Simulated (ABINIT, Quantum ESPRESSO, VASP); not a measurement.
# Code comparison for YHg2 (P6/mmm, 3 atoms in the cell)

Self-consistent single point.

```
CELL_PARAMETERS angstrom
      4.80153     0.00000     0.00000
     -2.40077     4.15825     0.00000
      0.00000     0.00000     3.43464
ATOMIC_POSITIONS crystal
  Y  0.00000 0.00000 0.00000
  Hg 0.33333 0.66667 0.50000
  Hg 0.66667 0.33333 0.50000
```

All programs got the same cell, k-point mesh and kind of occupations (in ABINIT's words: tsmear = 0.00499791 Ha; ngkpt = 9 9 11; nshiftk = 1; shiftk = 0 0 0); potentials, basis and cutoffs are each program's usual ones.

```csv
code,model,pressure (GPa),cutoff
ABINIT,"PBEsol, norm-conserving pseudopotentials (PseudoDojo nc-sr-04 PBEsol standard)",0.88,72 Ry
VASP,"PBEsol, VASP's PBE PAW potentials (set 64)",0.86,300 eV
Quantum ESPRESSO,"PBEsol, GBRV 1.5 ultrasoft (PBESOL) pseudopotentials",1.02,40 Ry
```

The spread over the programs that give each value: pressure within 0.16 GPa.

The starting cell comes from a database of computed structures (which also holds hypothetical and non-ambient phases and stackings), without a prior relaxation at this level. Its lattice was rescaled by a random factor within 2.5 % of one. On ABINIT's run: Spin-orbit coupling is off.

Why do the programs differ, and what cannot be compared?

Differences of this kind can come from the potentials, where these differ, and from what each basis and cutoff leave unconverged. The valence holds different numbers of electrons (ABINIT 51, VASP 35, Quantum ESPRESSO 35). The zero of total energies and Fermi levels follows the potentials and each program's conventions, so they are not compared here.

VASP's run is marked for a possible Pulay error in its stress at this cutoff; no cutoff test was made.

Left out of this page: Ansatz, GPAW, Elk, FLEUR and SIESTA (not drawn, or without a comparable value).
